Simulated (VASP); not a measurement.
# In2Te2O (P6/mmm) in VASP: relaxation of cell and atoms with PBE

Aim: the relaxation of cell and atoms of In2Te2O with PBE.

Everything below comes from runs of VASP 6.6.1. Logs are shortened: lines on timing, memory, paths and dates and some standing lists are left out, and cuts for length are marked.

**1. The structure**

It takes space group P6/mmm (No. 191, hexagonal). Conventional cell: a = 4.672 Å, b = 4.672 Å, c = 8.010 Å, α = 90.00°, β = 90.00°, γ = 120.00°. In (site symmetry 6mm) has 1 O at 2.14 Å as nearest neighbours. Te (site symmetry -6m2) has 3 Te at 2.70 Å as nearest neighbours. O (site symmetry 6/mmm) is surrounded by 2 In at 2.14 Å.

The cell was built by a generator and needn't be a form met in nature.

**2. Relaxation of cell and atoms, PBE**

INCAR

```
ALGO = Fast
EDIFF = 1E-4
EDIFFG = -0.08
ENCUT = 520
GGA = PE
IBRION = 2
ISIF = 3
ISMEAR = 0
LASPH = True
LCHARG = False
LREAL = False
LWAVE = False
NELM = 60
NSW = 24
PREC = Normal
SIGMA = 0.15
```

KPOINTS

```
k-points
0
Gamma
  4 4 2
```

POSCAR

```
In2Te2O
1.0
    4.6724937500      0.0000000000      0.0000000000
   -2.3362468700      4.0464982800      0.0000000000
    0.0000000000      0.0000000000      8.0095617400
In Te O
2 2 1
Direct
    0.0000000000      0.0000000000      0.2666725200
    0.0000000000      0.0000000000      0.7333274800
    0.3333333300      0.6666666700      0.5000000000
    0.6666666700      0.3333333300      0.5000000000
    0.0000000000      0.0000000000      0.0000000000
```

Potentials or basis: VASP PAW PBE potentials, release 64 (In_d, Te, O).

Run with:

```bash
cat potpaw_PBE.64/In_d/POTCAR potpaw_PBE.64/Te/POTCAR potpaw_PBE.64/O/POTCAR > POTCAR
mpirun -np 1 vasp_std > vasp.out
```

OUTCAR:

```text
EDIFF = 1E-4
   EDIFFG = -0.08
   ENCUT = 520
   GGA = PE
   IBRION = 2
   ISIF = 3
   ISMEAR = 0
   LASPH = True
   LREAL = False
   NELM = 60
   NSW = 24
   PREC = Normal

 ion  position               nearest neighbor table
   1  0.000  0.000  0.267-   5 2.14   4 3.28   3 3.28   3 3.28   4 3.28   4 3.28   3 3.28   2 3.74

   2  0.000  0.000  0.733-   5 2.14   4 3.28   3 3.28   3 3.28   4 3.28   4 3.28   3 3.28   1 3.74

   3  0.333  0.667  0.500-   4 2.70   4 2.70   4 2.70   1 3.28   2 3.28   2 3.28   1 3.28   2 3.28
                             1 3.28
   4  0.667  0.333  0.500-   3 2.70   3 2.70   3 2.70   1 3.28   2 3.28   1 3.28   2 3.28   1 3.28
                             2 3.28
   5  0.000  0.000  0.000-   1 2.14   2 2.14

  LATTYP: Found a hexagonal cell.
 ALAT       =     4.6724937500
 C/A-ratio  =     1.7141942116

  Lattice vectors:

 A1 = (   4.6724937500,   0.0000000000,   0.0000000000)
 A2 = (  -2.3362468700,   4.0464982800,   0.0000000000)
 A3 = (   0.0000000000,   0.0000000000,   8.0095617400)

Analysis of symmetry for initial positions (statically):
=====================================================================
 Subroutine PRICEL returns:
 Original cell was already a primitive cell.

 Routine SETGRP: Setting up the symmetry group for a
 hexagonal supercell.

 Subroutine GETGRP returns: Found 24 space group operations
 (whereof 24 operations were pure point group operations)
 out of a pool of 24 trial point group operations.

The static configuration has the point symmetry D_6h.

Analysis of symmetry for dynamics (positions and initial velocities):
=====================================================================
 Subroutine PRICEL returns:
 Original cell was already a primitive cell.

 Routine SETGRP: Setting up the symmetry group for a
 hexagonal supercell.

 Subroutine GETGRP returns: Found 24 space group operations
 (whereof 24 operations were pure point group operations)
 out of a pool of 24 trial point group operations.

The dynamic configuration has the point symmetry D_6h.

 Subroutine INISYM returns: Found 24 space group operations
 (whereof 24 operations are pure point group operations),
 and found     1 'primitive' translations

----------------------------------------------------------------------------------------

                                     Primitive cell

  volume of cell :     151.4387

  direct lattice vectors                    reciprocal lattice vectors
     4.672493750  0.000000000  0.000000000     0.214018478  0.123563626  0.000000000
    -2.336246870  4.046498280  0.000000000     0.000000000  0.247127252  0.000000000
     0.000000000  0.000000000  8.009561740     0.000000000  0.000000000  0.124850776

  length of vectors
     4.672493750  4.672493742  8.009561740     0.247127252  0.247127252  0.124850776

  position of ions in fractional coordinates (direct lattice)
     0.000000000  0.000000000  0.266672520
     0.000000000  0.000000000  0.733327480
     0.333333330  0.666666670  0.500000000
     0.666666670  0.333333330  0.500000000
     0.000000000  0.000000000  0.000000000

  ion indices of the primitive-cell ions
   primitive index   ion index
                 1           1
                 2           2
                 3           3
                 4           4
                 5           5

----------------------------------------------------------------------------------------

 KPOINTS: k-points

Automatic generation of k-mesh.
 Grid dimensions read from file:
 generate k-points for:    4    4    2

 Generating k-lattice:

  Cartesian coordinates                     Fractional coordinates (reciprocal lattice)
     0.053504619  0.030890906  0.000000000     0.250000000 -0.000000000  0.000000000
     0.000000000  0.061781813  0.000000000     0.000000000  0.250000000  0.000000000
     0.000000000  0.000000000  0.062425388     0.000000000  0.000000000  0.500000000

  Length of vectors
     0.061781813  0.061781813  0.062425388

  Shift w.r.t. Gamma in fractional coordinates (k-lattice)
     0.000000000  0.000000000  0.000000000

 Subroutine IBZKPT returns following result:
 ===========================================

 Found      8 irreducible k-points:

 Following reciprocal coordinates:
            Coordinates               Weight
  0.000000  0.000000  0.000000      1.000000
  0.250000  0.000000  0.000000      6.000000
  0.500000  0.000000  0.000000      3.000000
  0.250000  0.250000  0.000000      6.000000
  0.000000  0.000000  0.500000      1.000000
  0.250000  0.000000  0.500000      6.000000
  0.500000  0.000000  0.500000      3.000000
  0.250000  0.250000  0.500000      6.000000
   k-points           NKPTS =      8   k-points in BZ     NKDIM =      8   number of bands    NBANDS=     26
   number of dos      NEDOS =    301   number of ions     NIONS =      5
   total plane-waves  NPLWV =  37632
   dimension x,y,z NGX =    28 NGY =   28 NGZ =   48
   dimension x,y,z NGXF=    56 NGYF=   56 NGZF=   96
   ions per type =               2   2   1
   NGX,Y,Z   is equivalent  to a cutoff of   9.96,  9.96,  9.96 a.u.
   NGXF,Y,Z  is equivalent  to a cutoff of  19.92, 19.92, 19.93 a.u.
 SYSTEM =  unknown system
   PREC   = normal    normal or accurate (medium, high low for compatibility)
   ISTART =      0    job   : 0-new  1-cont  2-samecut
   ICHARG =      2    charge: 1-file 2-atom 10-const
   ISPIN  =      1    spin polarized calculation?
   LNONCOLLINEAR =      F non collinear calculations
   LSORBIT =      F    spin-orbit coupling
   LASPH  =      T    aspherical Exc in radial PAW
   ENCUT  =  520.0 eV  38.22 Ry    6.18 a.u.   8.69  8.69 14.89*2*pi/ulx,y,z
   NELM   =     60;   NELMIN=  2; NELMDL= -5     # of ELM steps
   EDIFF  = 0.1E-03   stopping-criterion for ELM
   LREAL  =      F    real-space projection
   EDIFFG = -.8E-01   stopping-criterion for IOM
   NSW    =     24    number of steps for IOM
   IBRION =      2    ionic relax: 0-MD 1-quasi-New 2-CG
   NFREE  =      1    steps in history (QN), initial steepest desc. (CG)
   ISIF   =      3    stress and relaxation
   ISYM   =      2    0-nonsym 1-usesym 2-fastsym
   POTIM  = 0.5000    time-step for ionic-motion
   TEBEG  =    0.0;   TEEND  =   0.0 temperature during run
   PSTRESS=    0.0 pullay stress
   NELECT =      44.0000    total number of electrons
   NUPDOWN=      -1.0000    fix difference up-down
   EMIN   =  10.00;   EMAX   =-10.00  energy-range for DOS
   EFERMI =   0.00;   METHOD = LEGACY
   ISMEAR =     0;   SIGMA  =   0.15  broadening in eV -4-tet -1-fermi 0-gaus
   EFERMI_NEDOS =   21; number of points for ismear=-14 and -15
   IALGO  =     68    algorithm
   IMIX   =      4    mixing-type and parameters
     AMIX     =   0.40;   BMIX     =  1.00
     AMIX_MAG =   1.60;   BMIX_MAG =  1.00
  volume/ion in A,a.u.               =      30.29       204.39
  Fermi-wavevector in a.u.,A,eV,Ry     =   1.084293  2.049017 15.996260  1.175692
  Thomas-Fermi vector in A             =   2.220380
   LORBIT       =      0    0 simple, 1 ext, 2 COOP (PROOUT), +10 PAW based schemes
   GGA     = PE    functional components
   LHFCALC =     F    Hartree Fock is set to
   AEXX    =    0.0000 exact exchange contribution
   IVDW    =     0    specifies the selected vdW correction
   LEPSILON=     F    determine dielectric tensor
   LRPA    =     F    only Hartree local field effects (RPA)
 conjugate gradient relaxation of ions
 non-spin polarized calculation
 RMM-DIIS sequential band-by-band and
 Gauss-broadening in eV      SIGMA  =   0.15
  energy-cutoff  :      520.00
  volume of cell :      151.44
 maximum number of plane-waves:      4112
   NGX = 17   NGY = 17   NGZ = 29

--------------------------------------- Ionic step        1  -------------------------------------------

 number of electron      44.0000000 magnetization

 Free energy of the ion-electron system (eV)
  ---------------------------------------------------
  ext. energy  EPLUGINS =         0.00000000
  ---------------------------------------------------
  free energy    TOTEN  =       -15.06378788 eV

  energy without entropy =      -15.01449383  energy(sigma->0) =      -15.03914085

------------------------ aborting loop because EDIFF is reached ----------------------------------------

  FORCE on cell =-STRESS in cart. coord.  units (eV):
  Direction    XX          YY          ZZ          XY          YZ          ZX
  --------------------------------------------------------------------------------------
  -------------------------------------------------------------------------------------
  Total       15.4301003     15.4301003     -4.1544771      0.0000000      0.0000000     -0.0000000
  in kB      163.2459777    163.2459772    -43.9531606      0.0000002      0.0000000     -0.0000000
  external PRESSURE =      94.1795981 kB  Pullay stress =       0.0000000 kB
[... 98 lines left out ...]
  FREE ENERGIE OF THE ION-ELECTRON SYSTEM (eV)
  ---------------------------------------------------
  free  energy   TOTEN  =       -16.9147327609 eV

  energy  without entropy=      -16.8685301846  energy(sigma->0) =      -16.89163147

[... ionic steps 4 to 14 ...]

--------------------------------------- Ionic step       15  -------------------------------------------

 number of electron      44.0000037 magnetization

------------------------ aborting loop because EDIFF is reached ----------------------------------------

  FORCE on cell =-STRESS in cart. coord.  units (eV):
  Direction    XX          YY          ZZ          XY          YZ          ZX
  --------------------------------------------------------------------------------------
  -------------------------------------------------------------------------------------
  Total       -0.0980287     -0.0980287      0.7974907     -0.0000000      0.0000000      0.0000000
  in kB       -0.8704070     -0.8704070      7.0809999     -0.0000000      0.0000000      0.0000000
  external PRESSURE =       1.7800620 kB  Pullay stress =       0.0000000 kB
[... 63 lines left out ...]
  energy  without entropy=      -16.9491891594  energy(sigma->0) =      -16.96070243

--------------------------------------- Ionic step       17  -------------------------------------------

 number of electron      44.0000046 magnetization

 Free energy of the ion-electron system (eV)
  ---------------------------------------------------
  ext. energy  EPLUGINS =         0.00000000
  ---------------------------------------------------
  free energy    TOTEN  =       -16.97242555 eV

  energy without entropy =      -16.94930395  energy(sigma->0) =      -16.96086475

 E-fermi :   3.0016     XC(G=0):  -7.6739

 val. band max:        2.9441259638   @ k =   0.0000   0.0000   0.0000
 cond. band min:       3.2401448641   @ k =   0.2500   0.2500   0.0000
 fundamental gap:      0.2960189003
 Fermi energy:         3.0015862676

 k-point     1 :       0.0000    0.0000    0.0000
  band No.  band energies     occupation
      1     -14.7422      2.00000
      2     -11.2571      2.00000
      3     -11.2047      2.00000
      4     -11.2047      2.00000
      5     -11.1927      2.00000
      6     -11.1926      2.00000
[... 253 lines left out ...]
  FREE ENERGIE OF THE ION-ELECTRON SYSTEM (eV)
  ---------------------------------------------------
  free  energy   TOTEN  =       -16.9724255539 eV

  energy  without entropy=      -16.9493039520  energy(sigma->0) =      -16.96086475

 reached required accuracy - stopping structural energy minimisation
```

It took 2 min on 1 thread of Intel Xeon Platinum 8559C (Emerald Rapids), shared host; peak memory 0.21 GiB.

What came out:

```
Free energy                            : -16.9724 eV
Relaxed volume                         : 35.93 Å³/atom
Relaxed cell                           : a = 5.287 Å, b = 5.287 Å, c = 7.423 Å, α = 90.00°, β = 90.00°, γ = 120.00°
Space group after relaxing (to 0.05 Å) : P6/mmm (No. 191)
Energy gained by relaxing              : 381.7 meV/atom
Ionic steps                            : 17
Pressure after relaxing                : 0.1 GPa
Largest force after relaxing           : 0.053 eV/Å
Band gap on the k mesh                 : none (metal or under the smearing width)
```

Forces in eV/Å, atoms in the order of the input:
```
In   0.000  0.000  0.053
In   0.000  0.000 -0.053
Te   0.000  0.000  0.000
Te   0.000  0.000  0.000
O    0.000  0.000  0.000
```

The path:
```
step  energy change (eV)  largest force (eV/Å)  pressure (GPa)  volume (Å³)
   1              0.0000                2.1521            9.42       151.44
   2             -1.7678                1.3602            0.04       191.87
   3             -1.8509                0.4900            0.85       183.04
   4             -1.8507                0.6839            0.51       184.59
   5             -1.8516                0.5607            0.59       183.91
   6             -1.8609                0.1879           -0.83       187.72
   7             -1.8651                0.1228           -0.16       186.35
   8             -1.8742                0.0928           -0.29       186.36
   9             -1.8907                0.1240           -0.64       186.31
  10             -1.8992                0.1413           -0.57       184.37
  11             -1.9042                0.2774            0.42       178.62
  12             -1.9057                0.2737            0.36       180.03
  13             -1.9045                0.2614           -0.28       182.19
  14             -1.9057                0.1987           -0.06       180.75
  15             -1.9057                0.2170            0.18       180.44
  16             -1.9084                0.1122            0.06       179.43
  17             -1.9086                0.0528            0.10       179.67
```

Final structure:
```cif
data_structure
_symmetry_space_group_name_H-M 'P 1'
_symmetry_Int_Tables_number 1
_cell_length_a 5.2866
_cell_length_b 5.2866
_cell_length_c 7.4233
_cell_angle_alpha 90.000
_cell_angle_beta 90.000
_cell_angle_gamma 120.000
_cell_volume 179.67
loop_
_atom_site_label
_atom_site_type_symbol
_atom_site_fract_x
_atom_site_fract_y
_atom_site_fract_z
_atom_site_occupancy
In1 In 0.00000 0.00000 0.27002 1
In2 In 0.00000 0.00000 0.72998 1
Te1 Te 0.33333 0.66667 0.50000 1
Te2 Te 0.66667 0.33333 0.50000 1
O1 O 0.00000 0.00000 0.00000 1
```

Caveat: the k mesh is coarse (spacing up to 0.39 Å⁻¹), so the values aren't converged; the volume moved by over 15 % at a fixed basis, so the end points are rough; the relaxation stopped at a loose force limit of 0.08 eV/Å, so its end isn't a converged minimum.
